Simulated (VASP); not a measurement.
```yaml
crystal:
  lattice:
    - [2.83270, 0.00000, 0.00000]
    - [0.00000, 2.83270, 0.00000]
    - [0.00000, 0.00000, 2.83270]
  atoms:
    - { symbol: Ga, position: [0.50000, 0.50000, 0.50000] }
    - { symbol: Co, position: [0.00000, 0.00000, 0.00000] }
```

These are SCAN meta-GGA, VASP's PBE PAW potentials (set 64) (plane waves; VASP 6.6.1) values and carry that method's errors. Run with 520 eV cut-off, 12×12×12 Γ-centred mesh, first-order Methfessel-Paxton smearing of 0.10 eV, potentials Ga_d Co.

What does the run give for the energy per atom (σ→0), band gap (on the k-mesh) with the smallest direct gap where there is one?

| Property | Result |
|---|---|
| band gap (on the k-mesh) | none (metal, semimetal or under 0.01 eV) |
| energy per atom (σ→0) | -17.002 eV/atom |

Total energies compare only between runs with the same potentials, cut-off and functional.

The compound is CoGa in the CsCl type structure. It was relaxed first. The start is the result of an earlier pass. The run is not spin-polarised, so no magnetic state was tried.
